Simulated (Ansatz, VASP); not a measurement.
# Cross-check of SnSeS between VASP and Ansatz, part 2 of 3

Wanted: the spread between two codes on one cell, functional and k mesh. The cell is taken from a series of runs on this material, whose earlier steps may have relaxed, scaled, displaced or heated it; both programs get it as it stands.

VASP 6.6.1 and Ansatz 0.2.0.

So far: The structure; VASP: zone-centre phonons, PBEsol, pair 1.

## (3) Ansatz: zone-centre phonons, PBEsol, pair 1

Level of this step: Ansatz beside VASP: Kohn-Sham DFT, plane waves, PBEsol (Ansatz).

Ansatz runs on its PAW soft_1 files.

The same cell, functional and mesh now go to Ansatz, which takes its cutoff from its data sets.

File input.yaml:

```yaml
crystal:
  lattice:
    - [3.7245322168, 0.0, 0.0]
    - [-1.8622661084, 3.3868164929, 0.0]
    - [0.0, 0.0, 30.0]
  atoms:
    - { symbol: Sn, position: [-0.0011140826, -0.0022281653, 0.3339069215] }
    - { symbol: S, position: [0.334291647, 0.6685832941, 0.3813004572] }
    - { symbol: Se, position: [0.6668224357, 0.3336448713, 0.2814592882] }
  periodic: [true, true, false]
kpoints:
  mp_grid: { grid: [9, 9, 1] }
hamiltonian:
  xc: pbesol
  pseudopotentials: { kind: paw, azcp: { folder: soft_1 }, xc_functional: pbe }
scf:
  occupations: { method: fixed }
output:
  eigenvalues: true
phonons:
  method: dfpt
```

Started as:

```
$ ansatz run input.yaml --threads 8 --pin off --max-ram 16384MiB --backend cpu --events-out ev --progress --plain --runs-dir out
```

Numbers of over 12 decimals in the logs are rounded to 6 here.

Output:

```text
zone centre: on kpoints.mp_grid the ground state, and the responses unless they are solved on pairs of k-points, stand on 25 of the mesh's 81 k-points, reduced under 2 symmetry operations, with k and −k counted as one. Each operation leaves every solved displacement unchanged or reverses it
Engine: ansatz 0.2.0, aarch64-unknown-linux-gnu
Pseudopotentials: kind: paw
Pseudopotential: Sn, paw, valence charge 14, recommended cutoff 420 eV (normal), soft_1/Sn.paw.azcp
Pseudopotential: S, paw, valence charge 6, recommended cutoff 420 eV (normal), soft_1/S.paw.azcp
Pseudopotential: Se, paw, valence charge 16, recommended cutoff 420 eV (normal), soft_1/Se.paw.azcp
Functional definition: PBEsol
  exchange = pbesol_x
  correlation = pbesol_c
Crystal: 3 atoms, lattice volume = 378.429 Å³
Basis set: ecut = 420 eV, 7449 PW (Γ), exchange–correlation on 54×54×432 points (8 copies of the dense FFT grid, shifted against one another)
Bands: 22, of which v1, the nominal top of the filled ones, is band 18 counted from 1 (17 counted from 0)
Symmetry: 2 space group operations
k-points: 25 of 81 (time reversal used)
Non-local potential: Sn, projectors of the file, l = 0: 2, l = 1: 2, l = 2: 2, l = 3: 1
Non-local potential: S, projectors of the file, l = 0: 2, l = 1: 2, l = 2: 1
Non-local potential: Se, projectors of the file, l = 0: 2, l = 1: 2, l = 2: 3, l = 3: 1
PAW form: soft (Blöchl's): semilocal exchange-correlation on the pseudo side does not see the compensation charge
PAW frozen core: Sn, regenerated for the run's functional, and the local potential with it (the file was generated under x = pbe(κ = 0.804, μ = 0.219515), c = pbe(β = 0.066725))
PAW frozen core: S, regenerated for the run's functional, and the local potential with it (the file was generated under x = pbe(κ = 0.804, μ = 0.219515), c = pbe(β = 0.066725))
PAW frozen core: Se, regenerated for the run's functional, and the local potential with it (the file was generated under x = pbe(κ = 0.804, μ = 0.219515), c = pbe(β = 0.066725))
PAW one-centre angular grid: Sn, 590 points (default); XC on 64 Gauss nodes
PAW one-centre angular grid: S, 110 points (default); XC on 64 Gauss nodes
PAW one-centre angular grid: Se, 590 points (default); XC on 64 Gauss nodes
Initial density: superposition of atomic densities (neutral atoms: chi_scale 0, normalization atom)
Initial wavefunctions: pseudopotential atomic-orbital guess
Functional: x = pbesol(κ = 0.804, μ = 0.123457), c = pbesol(β = 0.046)
SCF iter   1: F=—  HF=-12260.372352 eV  |F-HF|=—  |Δ(HF+E_count)|=         —  Δρ=1.49e-2  dr2=1.34e0  ethr=3.10e-3  ⟨swp⟩=7.4  Hψ=2884  notcnv=0  defer=46
preconditioner: auto → none  [insulator: Δε(μ)=1.182 eV  Ē_g=15.257 eV  n_scr=16 (ndim 8)  ℏωp=9.7 eV  f_vac=0.771  ε∞_Penn≈1.4]
SCF iter   2: F=—  HF=-12260.082749 eV  |F-HF|=—  |Δ(HF+E_count)|=   2.90e-1  Δρ=8.16e-3  dr2=8.04e-1  ethr=3.10e-3  ⟨swp⟩=5.0  Hψ=1494  notcnv=0  defer=43
SCF iter   3: F=—  HF=-12260.167789 eV  |F-HF|=—  |Δ(HF+E_count)|=   8.50e-2  Δρ=7.21e-3  dr2=1.83e0  ethr=2.23e-3  ⟨swp⟩=5.3  Hψ=1030  notcnv=0  defer=49  recentre
SCF iter   4: F=—  HF=-12259.982658 eV  |F-HF|=—  |Δ(HF+E_count)|=   1.85e-1  Δρ=4.20e-3  dr2=1.72e-1  ethr=2.23e-3  ⟨swp⟩=4.8  Hψ=1051  notcnv=0  defer=49
SCF iter   5: F=—  HF=-12259.965189 eV  |F-HF|=—  |Δ(HF+E_count)|=   1.75e-2  Δρ=1.63e-3  dr2=1.06e-2  ethr=4.78e-4  ⟨swp⟩=3.0  Hψ=767  notcnv=0  defer=50
SCF iter   6: F=—  HF=-12259.965078 eV  |F-HF|=—  |Δ(HF+E_count)|=   1.11e-4  Δρ=2.61e-4  dr2=4.44e-4  ethr=2.94e-5  ⟨swp⟩=4.9  Hψ=1156  notcnv=0  defer=50
SCF iter   7: F=—  HF=-12259.965007 eV  |F-HF|=—  |Δ(HF+E_count)|=   7.05e-5  Δρ=8.31e-5  dr2=4.16e-5  ethr=1.23e-6  ⟨swp⟩=3.3  Hψ=1184  notcnv=0  defer=50
SCF iter   8: F=—  HF=-12259.965008 eV  |F-HF|=—  |Δ(HF+E_count)|=   7.05e-7  Δρ=3.18e-5  dr2=6.14e-6  ethr=1.16e-7  ⟨swp⟩=2.9  Hψ=839  notcnv=0  defer=50
SCF iter   9: F=—  HF=-12259.965011 eV  |F-HF|=—  |Δ(HF+E_count)|=   2.77e-6  Δρ=8.49e-6  dr2=1.55e-7  ethr=1.70e-8  ⟨swp⟩=2.8  Hψ=1003  notcnv=0  defer=50
SCF iter  10: F=—  HF=-12259.965053 eV  |F-HF|=—  |Δ(HF+E_count)|=   4.24e-5  Δρ=2.68e-6  dr2=2.46e-8  ethr=4.30e-10  ⟨swp⟩=3.7  Hψ=1357  notcnv=0  defer=50
SCF iter  11: F=—  HF=-12259.965053 eV  |F-HF|=—  |Δ(HF+E_count)|=   1.61e-9  Δρ=3.90e-7  dr2=6.23e-10  ethr=6.83e-11  ⟨swp⟩=3.4  Hψ=1205  notcnv=0  defer=50
SCF iter  12: F=—  HF=-12259.965053 eV  |F-HF|=—  |Δ(HF+E_count)|=  8.00e-11  Δρ=1.65e-7  dr2=5.81e-10  ethr=1.00e-12  ⟨swp⟩=25.5  Hψ=6071  notcnv=0
SCF iter  13: F=-12259.965053 eV  HF=-12259.965053 eV  |F-HF|=1.09e-10  |Δ(HF+E_count)|=  5.46e-11  Δρ=6.03e-8  dr2=2.70e-11  ethr=1.00e-12  ⟨swp⟩=8.2  Hψ=3251  notcnv=0
SCF 1 converged in 13 iterations: F = -12259.965053 eV  dr2 = 2.70e-11
  greatest PAW one-centre occupation: 1.000 electrons in one spin orbital (limit 2), on the Se atom at site 2 (counted from 0), in its partial waves of l = 2
DFPT response loops at Γ: preconditioner auto → none (the input reference at scf.mixing.eps_inf says where Resta's filter doesn't serve); β = 0.50; Broyden in place of MSR1
SCF converged after 13 iterations
Free energy (F): -12259.965053 eV
Harris-Foulkes:  -12259.965053 eV  (|F-HF|=1.09e-10)
Internal energy: -12259.965053 eV  (E = F + TS)
E sigma→0 (E₀):  -12259.965053 eV
Fermi energy:    -6.291373 eV
--- Per-component energies (eV) ---
  E_band       = -982.377211
  E_kinetic    = 383.286506
  E_local      = -60702.018125  (includes V_loc(G=0)·N_el)
  E_nonlocal   = -171.096521
  E_hartree    = 30142.179601
  E_xc         = -295.551826
  E_vxc        = -251.158742  (∫ρ·V_xc dr)
  E_paw        = -6976.701736  (= ΣΔE_a)
  E_vpaw       = -525.749673  (= ΣTr[D̂ρ^β])
  E_aug_tail   = -0.000088  (compensation charges beyond the density's cutoff)
  E_ewald      = 25358.581895
  E_core_change = 1.355241  (= ΣΔE_core)
  E_smearing   = -0.000000  (= −TS)
  E_closure    = -0.000000  (closes the sum)
  Σ components = -12259.965053   (vs F -12259.965053, Δ=0.00e0)
--- Band table (eV; the first three rows and the last of 25) ---
  k-point 0: bands = [... 14 lower, -7.2244, -7.1522, -6.5813, -6.3012, -4.7813, -3.3744, -1.8269, -1.4135]
  k-point 1: bands = [... 14 lower, -7.4538, -7.2593, -7.0551, -6.2914, -4.2839, -2.5716, -2.0130, -1.1538]
  k-point 2: bands = [... 14 lower, -8.0817, -7.9078, -7.0270, -6.3445, -4.1931, -2.0881, -1.0622, -0.5975]
  k-point 24: bands = [... 14 lower, -9.5767, -8.3359, -7.4557, -6.7663, -4.3547, -1.4557, -0.6230, -0.4278]
--- Phonons (Γ-DFPT): 9 representative perturbations + reference, on 25 of 81 k-points (Σ response iterations 37) ---
  k mesh reduced under 2 symmetry operations, with k and −k counted as one. Each operation leaves every solved displacement unchanged or reverses it
  ASR residual: 1.103e-4 → 0.000e0 eV/Å²; symmetrization residual: 1.767e-5 eV/Å²
  ASR residual per site (eV/Å²): 3.99e-5 1.10e-4 1.83e-5
  Γ frequencies (cm⁻¹): 0.00 0.00 0.00 127.54 133.60 163.58 192.11 211.32 309.44
  non-analytic LO–TO correction: not included (Born effective charges unavailable; polar crystals: no LO–TO splitting at Γ)
```

## (4) Side by side

Known differences besides the potentials themselves: fixed occupations in Ansatz, narrow Gaussian smearing in VASP; Ansatz cuts the interaction across the vacuum, VASP repeats the sheet without a dipole correction; the data sets hold 36 valence electrons in Ansatz (on its PAW soft_1 files) and 26 in VASP; the cutoff is 420 eV in Ansatz and 500 eV in VASP; Ansatz makes its cores anew for this functional, VASP keeps those of its PBE data sets. Total energies have different zeros and are not compared.

Both answers:

| quantity | Ansatz | VASP | difference |
| --- | --- | --- | --- |
| optical mode 1 (cm⁻¹) | 127.5 | 127.8 | -0.22 % |
| optical mode 2 (cm⁻¹) | 133.6 | 133.7 | -0.07 % |
| optical mode 3 (cm⁻¹) | 163.6 | 162.3 | +0.77 % |
| optical mode 4 (cm⁻¹) | 192.1 | 190.6 | +0.78 % |
| optical mode 5 (cm⁻¹) | 211.3 | 211.7 | -0.17 % |
| optical mode 6 (cm⁻¹) | 309.4 | 309.9 | -0.15 % |

Modes are paired by rising frequency, not by their patterns, so a pair may set unlike modes beside each other; they are those without the splitting of longitudinal modes. Where the cell holds vacuum, a pressure given here is an average over it and none of the material.

## (5) Ansatz: zone-centre phonons, PBEsol, pair 2

Second derivatives magnify differences that forces hide, and they need a tight electronic threshold.

The cell is taken from a series of runs on this material, whose earlier steps may have relaxed, scaled, displaced or heated it; both programs get it as it stands.

input.yaml, the sections that differ from step 3:

```yaml
crystal:
  lattice:
    - [3.8362681833, 0.0, 0.0]
    - [-1.9181340917, 3.3223057024, 0.0]
    - [0.0, 0.0, 30.0]
  atoms:
    - { symbol: Sn, position: [0.0, 0.0, 0.333918285] }
    - { symbol: S, position: [0.3333333333, 0.6666666667, 0.3810551954] }
    - { symbol: Se, position: [0.6666666667, 0.3333333333, 0.2816931865] }
  periodic: [true, true, false]
# kpoints, hamiltonian, scf, output, phonons: as in step 3
```

Output:

```text
[...]
Crystal: 3 atoms, lattice volume = 382.358 Å³
Basis set: ecut = 420 eV, 7493 PW (Γ), exchange–correlation on 54×54×432 points (8 copies of the dense FFT grid, shifted against one another)
Bands: 22, of which v1, the nominal top of the filled ones, is band 18 counted from 1 (17 counted from 0)
Symmetry: 6 space group operations
k-points: 25 of 81 (irreducible under 2 space group operations, time reversal used)
[...]
k-point 2: bands = [... 14 lower, -8.1303, -8.0087, -7.0386, -6.5399, -4.3373, -2.3217, -0.8919, -0.8536]
  k-point 24: bands = [... 14 lower, -9.5125, -8.4426, -7.4654, -6.7243, -4.2181, -1.2837, -0.5516, -0.3297]
[...]
ASR residual: 2.699e-4 → 0.000e0 eV/Å²; symmetrization residual: 2.046e-5 eV/Å²
  ASR residual per site (eV/Å²): 2.70e-4 8.03e-6 1.56e-4
  Γ frequencies (cm⁻¹): 0.00 0.00 0.00 130.75 130.75 176.74 176.74 209.00 304.70
[...]
[key lines of the parts left out:]
SCF converged after 12 iterations
Free energy (F): -12259.969413 eV
Fermi energy:    -6.477783 eV
```

## (6) VASP: zone-centre phonons, PBEsol, pair 2

The same cell, functional and mesh now go to VASP, with its own data sets.

File INCAR:

```
SYSTEM = SnSeS
PREC = Accurate
ENCUT = 500
EDIFF = 1E-08
NELM = 120
ISMEAR = 0
SIGMA = 0.01
LREAL = .FALSE.
ALGO = Normal
GGA = PS
NBANDS = 19
LORBIT = 11
LWAVE = .FALSE.
LCHARG = .FALSE.
ISIF = 2
IBRION = 8
LASPH = .TRUE.
GGA_COMPAT = .FALSE.
EFERMI = MIDGAP
NELMDL = -8
KPAR = 2
```

File POSCAR:

```
SnSeS
1.0
    3.8362681833      0.0000000000      0.0000000000
   -1.9181340917      3.3223057024      0.0000000000
    0.0000000000      0.0000000000     30.0000000000
Sn S Se
1 1 1
Direct
    0.0000000000      0.0000000000      0.3339182850
    0.3333333333      0.6666666667      0.3810551954
    0.6666666667      0.3333333333      0.2816931865
```

File KPOINTS:

```
Automatic mesh
0
Gamma
9 9 1
0 0 0
```

The projector-augmented-wave data sets are Sn_d, S and Se (PBE family, release 64).

Started as:

```
$ mpirun -np 2 vasp_std
```

Output:

```text
[banner, memory and clock lines left out]
running    2 mpi-ranks, on    1 nodes
[...]
[... a notice as in an earlier step ...]

 LDA part: xc-table for (Slater+PW92), standard interpolation
 POSCAR, INCAR and KPOINTS ok, starting setup
[...]
entering main loop
       N       E                     dE             d eps       ncg     rms          rms(c)
DAV:   1     0.179743992454E+03    0.17974E+03   -0.10333E+04   544   0.991E+02
DAV:   2     0.919556769372E+01   -0.17055E+03   -0.16687E+03   596   0.218E+02
DAV:   3    -0.132398630048E+02   -0.22435E+02   -0.22372E+02   583   0.894E+01
DAV:   4    -0.138804711696E+02   -0.64061E+00   -0.63943E+00   610   0.187E+01
[...]
DAV:  28    -0.134904052188E+02   -0.49569E-07    0.36039E-10   489   0.582E-05    0.109E-05
DAV:  29    -0.134904052357E+02   -0.16936E-07    0.52978E-10   473   0.362E-05    0.847E-06
DAV:  30    -0.134904052391E+02   -0.33497E-08    0.59850E-10   437   0.192E-05
   1 F= -.13490405E+02 E0= -.13490405E+02  d E =0.000000E+00
[...]
RMM:  10    -0.791024201257E-01    0.17050E-07   -0.90378E-09  3440   0.573E-05    0.742E-06
RMM:  11    -0.791024539400E-01   -0.33814E-07   -0.54766E-09  3283   0.233E-05    0.295E-06
RMM:  12    -0.791024638851E-01   -0.99451E-08   -0.64897E-09  3423   0.882E-06    0.112E-06
 first order change of Fermi-energy  -0.14971E-03
 force on displaced ion       3 direction 1 :  -3.288  -0.000  -0.000
 Linear response progress:
  Degree of freedom:   6/  6
       N       E                     dE             d eps       ncg     rms          rms(c)
RMM:   1    -0.115602768990E+00   -0.11560E+00    0.56732E-02  1020   0.149E+00
RMM:   2    -0.114197726860E+00    0.14050E-02   -0.22939E-03   820   0.249E-01    0.992E-02
RMM:   3    -0.113950066324E+00    0.24766E-03   -0.28401E-04   888   0.958E-02    0.455E-02
RMM:   4    -0.113898533170E+00    0.51533E-04   -0.59950E-05   909   0.430E-02    0.258E-02
[...]
RMM:  16    -0.113879442690E+00   -0.14632E-07    0.80636E-08   969   0.356E-05    0.704E-06
RMM:  17    -0.113879464507E+00   -0.21817E-07    0.80885E-08   911   0.267E-05    0.316E-06
RMM:  18    -0.113879470549E+00   -0.60419E-08   -0.62375E-10   901   0.193E-05    0.196E-06
 first order change of Fermi-energy  -0.96451E+00
 force on displaced ion       3 direction 3 :  -0.000  -0.000  -8.721
 Linear response finished
```

Parts of OUTCAR (step 6):

```text
  Total       -1.7537590     -1.7537590      0.0172153      0.0000000      0.0000000      0.0000000
  in kB       -7.3487028     -7.3487028      0.0721364      0.0000000      0.0000000      0.0000000
  external PRESSURE =      -4.8750897 kB  Pullay stress =       0.0000000 kB

 POSITION                                       TOTAL-FORCE (eV/Angst)
 -----------------------------------------------------------------------------------
      0.00000      0.00000     10.01755         0.000000      0.000000      0.005720
     -0.00000      2.21487     11.43166         0.000000     -0.000000      0.009492
      1.91813      1.10744      8.45080        -0.000000      0.000000     -0.015212
 -----------------------------------------------------------------------------------
    total drift:                               -0.000000     -0.000000      0.000404

[... 2 further parts left out ...]
```

## (7) Differences

What differs besides the data sets and the points named for the pairs above, as far as they apply: the data sets hold 36 valence electrons in Ansatz (on its PAW soft_1 files) and 26 in VASP. Total energies have different zeros and are not compared.

Compared:

| quantity | Ansatz | VASP | difference |
| --- | --- | --- | --- |
| optical mode 1 to 2 (cm⁻¹) | 130.8 | 131.3 | -0.42 % |
| optical mode 3 to 4 (cm⁻¹) | 176.7 | 175.7 | +0.61 % |
| optical mode 5 (cm⁻¹) | 209.0 | 209.5 | -0.25 % |
| optical mode 6 (cm⁻¹) | 304.7 | 305.2 | -0.17 % |

Modes are paired by rising frequency, not by their patterns, so a pair may set unlike modes beside each other; they are those without the splitting of longitudinal modes. Where the cell holds vacuum, a pressure given here is an average over it and none of the material.

[end of part 2 of 3]

[Lines on the potential files, build, host, timing and source positions are cut from VASP's logs without a mark.]

[Logs are printed without paths, hosts, clocks, repeated set-up lines and the standing remarks that a program may print on its own settings, such as how far it seeks lower states.]

[Hosts, paths, dates, database ids (printed as entryN), source tags and the programs' standing remarks are cut or masked in the printed files.]
